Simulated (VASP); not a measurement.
Nb2SiO2:

```
CELL_PARAMETERS angstrom
6.48365 0.00000 0.00000
0.00000 6.48397 0.00000
0.00000 0.00000 3.26784
ATOMIC_POSITIONS crystal
Nb 0.17718 0.32291 0.50000
Nb 0.82282 0.67709 0.50000
Nb 0.67718 0.17709 0.50000
Nb 0.32282 0.82291 0.50000
Si 0.50000 0.50000 0.00000
Si 0.00000 0.00000 0.00000
O 0.61624 0.88143 0.00000
O 0.38376 0.11857 0.00000
O 0.11624 0.61857 0.00000
O 0.88376 0.38143 0.00000
```

The cell was built by a generator and needn't be a form met in nature.

| Quantity | Value |
| --- | --- |
| Program | VASP 6.6.1 |
| Task | relaxation of cell and atoms |
| Functional | PBE |
| Potentials or basis | VASP PAW PBE potentials, release 64 (Nb_sv, Si, O) |
| Cutoff | 520 eV |
| k mesh | 2 × 2 × 4 |
| Occupations | gaussian, width 0.15 eV |
| Spin | no spin polarisation |

At the start: pressure -21.5 GPa; volume 13.74 Å³/atom.

How do energy, volume and symmetry change on relaxing?

Over 10 steps the energy falls by 449.2 meV/atom and the volume is 11.68 Å³/atom (-15.0 %); space group P4/mbm (No. 127, to 0.05 Å).

Step by step:
| step | energy change (eV) | largest force (eV/Å) | pressure (GPa) | volume (Å³) |
| --- | --- | --- | --- | --- |
| 1 | 0.0000 | 1.4965 | -21.46 | 137.38 |
| 2 | -2.7881 | 0.6116 | 32.87 | 103.36 |
| 3 | -3.3489 | 0.3375 | 11.42 | 111.29 |
| 4 | -3.3102 | 0.9682 | 16.80 | 110.25 |
| 5 | -4.2238 | 0.6859 | 12.17 | 111.02 |
| 6 | -4.2898 | 0.1537 | -10.19 | 123.05 |
| 7 | -4.4725 | 0.3643 | -0.89 | 117.30 |
| 8 | -4.4726 | 0.3672 | -0.71 | 117.17 |
| 9 | -4.4912 | 0.1153 | -0.03 | 116.88 |
| 10 | -4.4919 | 0.0494 | 0.15 | 116.81 |

Final structure:
```
Nb Si O
1.0
     6.53981    0.00000    0.00000
     0.00000    6.56532    0.00000
     0.00000    0.00000    2.72061
Nb Si O
4 2 4
Direct
  0.17272 0.32683 0.50000
  0.82728 0.67317 0.50000
  0.67272 0.17317 0.50000
  0.32728 0.82683 0.50000
  0.50000 0.50000 0.00000
  0.00000 0.00000 0.00000
  0.62049 0.87754 0.00000
  0.37951 0.12246 0.00000
  0.12049 0.62246 0.00000
  0.87951 0.37754 0.00000
```

Caveat: the k mesh is coarse (spacing up to 0.48 Å⁻¹), so the values aren't converged.
